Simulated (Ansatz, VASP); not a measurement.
# Zn18Te7S11: VASP beside Ansatz, part 2 of 2

Aim: how closely do two programs agree when they are given the same cell, functional and k mesh? The structure shown is frame 19 of Ansatz's trajectory.

VASP 6.6.1 and Ansatz 0.2.0.

So far: Set-up; Ansatz: dynamics, LDA.

### Step 3. VASP: single point, LDA

Level of this step: LDA; plane waves and PAW (Zn, S, Te) (VASP).

The same cell, functional (in two slightly different forms), mesh and smearing now go to VASP, with its own data sets.

Lines of VASP's logs that name or quote its potential files are left out, and so is its time.

Input file INCAR:

```
SYSTEM = Zn18Te7S11
PREC = Accurate
ENCUT = 400
EDIFF = 1E-06
NELM = 120
ISMEAR = 0
SIGMA = 0.05
LREAL = Auto
ALGO = Normal
GGA = CA
NBANDS = 376
LORBIT = 11
LWAVE = .FALSE.
LCHARG = .FALSE.
ISIF = 2
LASPH = .TRUE.
GGA_COMPAT = .FALSE.
EFERMI = MIDGAP
NCORE = 2
```

Input file POSCAR:

```
Zn18Te7S11
1.0
   12.1310000000      0.0000000000      0.0000000000
    0.0000000000     12.1310000000      0.0000000000
    0.0000000000      0.0000000000     12.1310000000
Zn S Te
36 22 14
Direct
    0.5083092902      0.6832083093      0.6885664826
    0.5366581485      0.7652625505      0.2753111862
    0.3160580331      0.1937103289      0.3310938917
    0.3694007089      0.8314318688      0.5453219026
    0.3517352238      0.7523946913      0.9120435249
    0.7883109389      0.4479680158      0.7200065947
    0.5606710082      0.9592201797      0.6269969500
    0.7444975682      0.7498227681      0.1114994642
    0.6160910065      0.2268980298      0.9332783777
    0.0230566318      0.8830104690      0.3831093892
    0.0609183085      0.3414557745      0.6790783942
    0.1842139972      0.0054076333      0.5554447284
    0.2104030995      0.1259005853      0.8460638035
    0.8960431951      0.2892506801      0.4417442915
    0.8064957547      0.8020113758      0.7233451488
    0.4347374495      0.4610254719      0.3984255214
    0.8685269145      0.0949468304      0.7182013024
    0.5821201879      0.2654603907      0.5538372764
    0.1709422142      0.5540680900      0.0003297337
    0.5766466079      0.2487676201      0.2350506966
    0.4690462452      0.5511004864      0.0984090347
    0.8453548759      0.1478361223      0.2073613057
    0.6472920617      0.0045008656      0.9440771577
    0.1906108318      0.9080125299      0.1543236337
    0.2287198088      0.6369466656      0.3738356277
    0.7465336741      0.4905201550      0.0256450416
    0.9205753854      0.3091830847      0.9366911219
    0.9464182672      0.4787816338      0.2115983843
    0.0275245239      0.0163877669      0.0010386613
    0.7378369467      0.0433187701      0.4314978155
    0.3357101640      0.3498804715      0.6782952766
    0.7032149040      0.4849971148      0.3526584783
    0.8991426923      0.6050943863      0.8938092490
    0.4687659715      0.0507130492      0.1949468304
    0.0952106174      0.7086472673      0.7416453714
    0.9846344077      0.6760943038      0.5007831176
    0.2405407633      0.9965542824      0.3729948067
    0.7137086802      0.2285137252      0.3755419998
    0.8736542742      0.4856813123      0.3873134944
    0.6449591954      0.8000000000      0.6135603001
    0.5810980134      0.6168658808      0.3843458907
    0.9332948644      0.7464924573      0.3479927459
    0.2028027368      0.1970571264      0.6642651059
    0.9048470860      0.6245074602      0.0733904872
    0.3515373836      0.5299645536      0.9502019619
    0.4149369384      0.3011870415      0.4721457423
    0.3645371363      0.6084906438      0.5256532850
    0.2730030500      0.5459236666      0.7268815432
    0.9052015497      0.2892259500      0.6349600198
    0.8959607617      0.3134366499      0.1182260325
    0.0374824829      0.4597807271      0.8577940813
    0.9119198747      0.6381749237      0.6977825406
    0.9849641415      0.0314071387      0.2324705300
    0.6079630698      0.4344736625      0.1800346220
    0.1653614706      0.7861264529      0.5534333526
    0.6646772731      0.1120764982      0.1259747754
    0.7406809002      0.3677932569      0.8984420081
    0.0004368972      0.1512323799      0.8624598137
    0.2882120188      0.1309207815      0.0746846921
    0.3998186464      0.2890445965      0.8944274998
    0.8800675954      0.9357348941      0.5636303685
    0.5782458165      0.4515126535      0.6636221251
    0.3493611409      0.9436155305      0.7435578271
    0.0881955321      0.2202951117      0.3208391724
    0.5254307147      0.9473744951      0.3925397741
    0.6487016734      0.1255378782      0.7220921606
    0.3308795648      0.7163795235      0.1868106504
    0.8399637293      0.9214491798      0.9031819306
    0.6309619982      0.6838348034      0.9458247465
    0.1753688896      0.4746105020      0.2232214986
    0.1167175006      0.7843294040      0.9485615366
    0.4684444811      0.9032643640      0.0160992499
```

Input file KPOINTS:

```
Automatic mesh
0
Gamma
1 1 1
0 0 0
```

Potentials, in the order of the species: Zn, S and Te (LDA family, release 64).

Command:

```
$ mpirun -np 8 vasp_gam
```

Numbers of over 12 decimals in the logs are rounded to 6 here.

Output:

```text
[banner, memory and clock lines left out]
running    8 mpi-ranks, on    1 nodes
[...]
LDA part: xc-table for (Slater(with rela. corr.)+CA(PZ))
 , standard interpolation
 POSCAR, INCAR and KPOINTS ok, starting setup
[...]
entering main loop
       N       E                     dE             d eps       ncg     rms          rms(c)
DAV:   1     0.694180673507E+04    0.69418E+04   -0.26042E+05   752   0.182E+03
DAV:   2     0.126646111060E+04   -0.56753E+04   -0.55573E+04   752   0.485E+02
DAV:   3    -0.690620741680E+02   -0.13355E+04   -0.12575E+04   816   0.198E+02
DAV:   4    -0.237530362426E+03   -0.16847E+03   -0.16400E+03   848   0.667E+01
[...]
DAV:  18    -0.226723263988E+03   -0.95263E-06   -0.43802E-05   912   0.330E-02    0.121E-02
DAV:  19    -0.226723264887E+03   -0.89980E-06   -0.10535E-05   800   0.139E-02    0.685E-03
DAV:  20    -0.226723265159E+03   -0.27152E-06   -0.20799E-06   432   0.766E-03
   1 F= -.22672327E+03 E0= -.22669762E+03  d E =-.512903E-01
```

From OUTCAR (step 3):

```text
 POSITION                                       TOTAL-FORCE (eV/Angst)
 -----------------------------------------------------------------------------------
      6.16630      8.28800      8.35300         0.202924     -0.459205     -0.200873
      6.51020      9.28340      3.33980        -0.162533     -0.458504     -0.097645
      3.83410      2.34990      4.01650        -0.161437     -0.607283      0.189251
      4.48120     10.08610      6.61530        -0.564397     -0.256376      0.075543
      4.26690      9.12730     11.06400        -0.506411     -0.565331     -0.080280
      9.56300      5.43430      8.73440        -0.183318     -0.526370     -0.305849
      6.80150     11.63630      7.60610        -0.662149      0.054990      0.485342
      9.03150      9.09610      1.35260         0.353438     -0.245487     -0.008175
      7.47380      2.75250     11.32160        -0.602352      0.100445     -0.042331
      0.27970     10.71180      4.64750         1.414815      2.719783      0.331078
      0.73900      4.14220      8.23790         2.350866      0.076495      1.494957
      2.23470      0.06560      6.73810         0.641403     -0.059878     -0.014063
      2.55240      1.52730     10.26360         0.127553      0.277282     -0.097864
     10.86990      3.50890      5.35880         0.252042      0.714372     -0.258563
[...]
-----------------------------------------------------------------------------------
    total drift:                                0.020961      0.013511      0.021373

  FREE ENERGIE OF THE ION-ELECTRON SYSTEM (eV)
  ---------------------------------------------------
  free  energy   TOTEN  =      -226.7232651590 eV

  energy  without entropy=     -226.6719749005  energy(sigma->0) =     -226.69762003
```

The gap is under twice the smearing width, so the edge states are partly filled and the run can't tell a small gap from a semimetal.

### Step 4. Side by side

Known differences besides the potentials themselves: the two LDA forms differ slightly; the data sets hold 788 valence electrons in Ansatz (on its default PAW (the set named soft_2) files) and 648 in VASP; the cutoff is 420 eV in Ansatz and 400 eV in VASP (PREC = Accurate, projectors in real space); VASP's log shows a relativistic correction to its local exchange, Ansatz's none. Total energies have different zeros and are not compared.

Forces on 7 of the 72 atoms, those with the largest forces and the largest differences (eV/Å; atoms numbered as in POSCAR):

| atom | Ansatz x, y, z | VASP x, y, z |
| --- | --- | --- |
| Zn10 | 1.397, 2.696, 0.322 | 1.415, 2.720, 0.331 |
| Zn11 | 2.322, 0.060, 1.488 | 2.351, 0.076, 1.495 |
| Zn16 | 0.737, 2.177, 0.434 | 0.736, 2.193, 0.415 |
| Zn26 | -0.266, 0.901, 1.379 | -0.267, 0.914, 1.397 |
| S42 | -1.095, -1.857, -1.323 | -1.122, -1.878, -1.358 |
| S49 | -2.424, 0.014, -0.745 | -2.454, 0.005, -0.749 |
| S57 | 0.486, -0.913, -1.226 | 0.474, -0.923, -1.244 |

The forces differ by 11 meV/Å r.m.s., which is 1.7 % of the r.m.s. force of 0.631 eV/Å (both taken over all components).

### Step 5. Outcome

- r.m.s. force difference (single point, LDA): 1.7 % of the r.m.s. force

The r.m.s. force difference is 1.7 % of the r.m.s. force (single point, LDA), within the 3 % picked in this series as the mark of a large difference. The data sets hold unlike numbers of valence electrons (788 in Ansatz and 648 in VASP), so part of the differences comes from the potentials. 2 further runs of this series are not shown here. How closely two codes agree says nothing of how well the functional describes the real material.

[Lines on the potential files, build, host, timing and source positions are cut from VASP's logs without a mark.]

[Logs are printed without paths, hosts, clocks, repeated set-up lines and the standing remarks that a program may print on its own settings, such as how far it seeks lower states.]

[Hosts, paths, dates, database ids (printed as entryN), source tags and the programs' standing remarks are cut or masked in the printed files.]
